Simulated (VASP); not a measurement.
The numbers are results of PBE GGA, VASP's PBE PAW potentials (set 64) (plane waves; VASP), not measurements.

The input files of a VASP run:

File POSCAR:
```
BN
1
   -0.0000000000     1.8127176363     1.8127176363
    1.8127176363     0.0000000000     1.8127176363
    1.8127176363     1.8127176363     0.0000000000
B N
1 1
Direct
  0.0000000000   0.0000000000   0.0000000000
  0.2500000000   0.2500000000   0.2500000000
```

INCAR:
```
ALGO = Normal
EDIFF = 1E-7
EDIFFG = -0.01
ENCUT = 600
GGA = PE
IBRION = 2
ISIF = 3
ISMEAR = 0
LASPH = T
LCHARG = F
LREAL = F
LWAVE = F
NELM = 100
NSW = 40
PREC = Accurate
PSTRESS = 50
SIGMA = 0.05
SYSTEM = BN
```

File KPOINTS:
```
Automatic mesh
0
Gamma
12 12 12
0 0 0
```

POTCAR, in this order: B N (PBE.64 set). Program: vasp_std.

What VASP printed:

File OUTCAR:
```
 ion  position               nearest neighbor table
   1  0.000  0.000  0.000-   2 1.57   2 1.57   2 1.57   2 1.57
   2  0.250  0.250  0.250-   1 1.57   1 1.57   1 1.57   1 1.57
  LATTYP: Found a face centered cubic cell.
 ALAT       =     3.6254352726
 Subroutine PRICEL returns:
 Original cell was already a primitive cell.
 Subroutine GETGRP returns: Found 24 space group operations
The static configuration has the point symmetry T_d .
The dynamic configuration has the point symmetry T_d .
 Subroutine INISYM returns: Found 24 space group operations
 Subroutine IBZKPT returns following result:
 Found     72 irreducible k-points:

 Following reciprocal coordinates:
            Coordinates               Weight
  0.000000  0.000000  0.000000      1.000000
  0.083333  0.000000  0.000000      8.000000
  0.166667  0.000000  0.000000      8.000000
  0.250000  0.000000  0.000000      8.000000
  0.333333  0.000000  0.000000      8.000000
  0.416667  0.000000  0.000000      8.000000
  0.500000  0.000000  0.000000      4.000000
  0.083333  0.083333  0.000000      6.000000
  0.166667  0.083333  0.000000     24.000000
  0.250000  0.083333  0.000000     24.000000
  0.333333  0.083333  0.000000     24.000000
  0.416667  0.083333  0.000000     24.000000
  0.500000  0.083333  0.000000     24.000000
 -0.416667  0.083333  0.000000     24.000000
 -0.333333  0.083333  0.000000     24.000000
 -0.250000  0.083333  0.000000     24.000000
 -0.166667  0.083333  0.000000     24.000000
 -0.083333  0.083333  0.000000     12.000000
  0.166667  0.166667  0.000000      6.000000
  0.250000  0.166667  0.000000     24.000000
  0.333333  0.166667  0.000000     24.000000
  0.416667  0.166667  0.000000     24.000000
  0.500000  0.166667  0.000000     24.000000
 -0.416667  0.166667  0.000000     24.000000
...
```

### OSZICAR
```
       N       E                     dE             d eps       ncg     rms          rms(c)
DAV:   1     0.130745670002E+02    0.13075E+02   -0.55796E+03  1176   0.110E+03
DAV:   2    -0.181503824191E+02   -0.31225E+02   -0.30424E+02  1592   0.201E+02
DAV:   3    -0.184067949697E+02   -0.25641E+00   -0.25641E+00  1384   0.214E+01
DAV:   4    -0.184070624907E+02   -0.26752E-03   -0.26752E-03  1584   0.621E-01
DAV:   5    -0.184070625955E+02   -0.10480E-06   -0.10475E-06  1320   0.818E-03    0.663E+00
DAV:   6    -0.175393252680E+02    0.86774E+00   -0.34527E+00  1584   0.143E+01    0.324E+00
DAV:   7    -0.174687056279E+02    0.70620E-01   -0.88570E-02  1512   0.299E+00    0.188E+00
DAV:   8    -0.174543468319E+02    0.14359E-01   -0.41448E-02  1360   0.188E+00    0.188E-01
DAV:   9    -0.174545621244E+02   -0.21529E-03   -0.56144E-04  1216   0.262E-01    0.746E-02
DAV:  10    -0.174546381892E+02   -0.76065E-04   -0.13887E-04  1656   0.125E-01    0.156E-02
DAV:  11    -0.174546429748E+02   -0.47856E-05   -0.74004E-06  1320   0.277E-02    0.648E-03
DAV:  12    -0.174546429960E+02   -0.21166E-07   -0.13042E-06  1432   0.101E-02    0.452E-04
DAV:  13    -0.174546430156E+02   -0.19663E-07   -0.27291E-08   584   0.189E-03
   1 F= -.17082868E+02 E0= -.17082868E+02  d E =-.170829E+02
       N       E                     dE             d eps       ncg     rms          rms(c)
DAV:   1    -0.174570910028E+02   -0.24480E-02   -0.42668E-01  1248   0.682E+00    0.842E-01
DAV:   2    -0.174445818377E+02    0.12509E-01   -0.56715E-02  1416   0.194E+00    0.232E-01
DAV:   3    -0.174439770675E+02    0.60477E-03   -0.16280E-03  1328   0.415E-01    0.943E-02
DAV:   4    -0.174437914847E+02    0.18558E-03   -0.24790E-04  1336   0.148E-01    0.257E-02
DAV:   5    -0.174437894870E+02    0.19977E-05   -0.84115E-06  1416   0.258E-02    0.153E-02
DAV:   6    -0.174437900464E+02   -0.55941E-06   -0.43587E-07  1336   0.957E-03    0.603E-04
DAV:   7    -0.174437899805E+02    0.65914E-07   -0.13356E-08   584   0.107E-03
   2 F= -.17082464E+02 E0= -.17082464E+02  d E =0.403856E-03
       N       E                     dE             d eps       ncg     rms          rms(c)
DAV:   1    -0.174558206158E+02   -0.12031E-01   -0.11252E-01  1240   0.347E+00    0.433E-01
DAV:   2    -0.174524829782E+02    0.33376E-02   -0.15401E-02  1408   0.100E+00    0.118E-01
DAV:   3    -0.174523269750E+02    0.15600E-03   -0.41344E-04  1328   0.211E-01    0.480E-02
DAV:   4    -0.174522754859E+02    0.51489E-04   -0.67353E-05  1344   0.767E-02    0.128E-02
DAV:   5    -0.174522744168E+02    0.10692E-05   -0.23219E-06  1384   0.134E-02    0.775E-03
DAV:   6    -0.174522740528E+02    0.36398E-06   -0.12262E-07   896   0.512E-03    0.400E-04
DAV:   7    -0.174522740857E+02   -0.32939E-07   -0.69778E-09   576   0.898E-04
   3 F= -.17085590E+02 E0= -.17085590E+02  d E =-.272194E-02
```

OUTCAR:
```
------------------------ aborting loop because EDIFF is reached ----------------------------------------
  FORCE on cell =-STRESS in cart. coord.  units (eV):
  Direction    XX          YY          ZZ          XY          YZ          ZX
  --------------------------------------------------------------------------------------
  Total        0.3661931      0.3661931      0.3661931      0.0000000      0.0000000     -0.0000000
  in kB       49.9330714     49.9330714     49.9330714      0.0000000      0.0000000     -0.0000000
  external PRESSURE =      -0.0669286 kB  Pullay stress =      50.0000000 kB
  volume of cell :       11.75
      direct lattice vectors                 reciprocal lattice vectors
     0.000000000  1.804405480  1.804405480    -0.277099580  0.277099580  0.277099580
     1.804405480  0.000000000  1.804405480     0.277099580 -0.277099580  0.277099580
     1.804405480  1.804405480 -0.000000000     0.277099580  0.277099580 -0.277099580
  FREE ENERGIE OF THE ION-ELECTRON SYSTEM (eV)
  ---------------------------------------------------
  free  energy   TOTEN  =       -17.4522740857 eV

  energy  without entropy=      -17.4522740857  energy(sigma->0) =      -17.45227409
  enthalpy is  TOTEN    =       -17.0855901958 eV   P V=        0.3666838900

 reached required accuracy - stopping structural energy minimisation
```
(Selected blocks of OUTCAR.)

CONTCAR:
```
BN
   1.00000000000000
     0.0000000000000000    1.8044054802095499    1.8044054802095499
     1.8044054802095499    0.0000000000000000    1.8044054802095499
     1.8044054802095499    1.8044054802095499   -0.0000000000000000
  B               N
     1     1
Direct
     0.0000000000000000    0.0000000000000000    0.0000000000000000
     0.2500000000000000    0.2500000000000000    0.2500000000000000
```

The compound is BN in the zinc blende structure. This run relaxes it under an external pressure of 5 GPa. Symmetry was kept, so distortions that lower it aren't found.
